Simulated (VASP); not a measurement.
Consider the following.

```xyz
18
Lattice="4.2385 0.0000 0.0000 0.0000 5.9942 0.0000 0.0000 0.0000 27.7010" Properties=species:S:1:pos:R:3 pbc="T T T"
Al     2.1193     1.5127     8.5319
Al     0.0000     1.4997    10.6695
Al     0.0000     4.4945    10.6695
Al     2.1193     4.4815     8.5319
Al     2.1193     1.4995    12.8004
Al     0.0000     1.4976    14.9007
Al     0.0000     4.4966    14.9007
Al     2.1193     4.4946    12.8004
Al     2.1193     1.4974    17.0315
Al     0.0000     1.4844    19.1691
Al     0.0000     4.5098    19.1691
Al     2.1193     4.4968    17.0315
Au     0.0000     0.0000     8.5812
Au     2.1193     2.9971    10.6806
Au     0.0000     0.0000    12.7828
Au     2.1193     2.9971    14.9182
Au     0.0000     0.0000    17.0204
Au     2.1193     2.9971    19.1198
```

Calculation: PBEsol GGA, VASP's PBE PAW potentials (set 64) (plane waves; VASP). Settings: PREC = Normal, LREAL = Auto, 400 eV cut-off, 7×5×1 Γ-centred mesh, first-order Methfessel-Paxton smearing of 0.10 eV, potentials Al Au.

Unless said otherwise, spin-orbit coupling is left out, though it shifts the bands of the heavy elements here.

**Question.** Estimate the energy per atom (σ→0), band gap (on the k-mesh) with the smallest direct gap where there is one.

**Answer.** 
The band gap (on the k-mesh) comes out as none (metal, semimetal or under 0.01 eV). The energy per atom (σ→0) comes out as -4.258 eV/atom.

Only differences to runs with the same potentials and settings are physical.

The cell is a thin slab with vacuum, built from AuAl2 (fluorite): (110) face.
